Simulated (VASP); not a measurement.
Here is the system:

```
CaF2
1.0
    0.00000     2.79088     2.79088
    2.79088     0.00000     2.79088
    2.79088     2.79088     0.00000
Ca F
1 2
Direct
  0.00000   0.00000   0.00000
  0.25000   0.25000   0.25000
  0.75000   0.75000   0.75000
```

All values below come from PBE GGA with D3 dispersion (Becke-Johnson damping), VASP's PBE PAW potentials (set 64) (plane waves; VASP). Run with 520 eV cut-off, 7×7×7 Γ-centred mesh, Gaussian smearing of 0.050 eV, potentials Ca_sv F.

Q: Predict the energy per atom (σ→0), pressure.

A: 
| Item | Result |
|---|---|
| energy per atom (σ→0) | -5.924 eV/atom |
| pressure | -4.21 GPa |

Only differences to runs with the same potentials and settings are physical.

The compound is CaF2 in the fluorite structure. This cell is one point of a volume scan, at 1.06 of the reference volume.
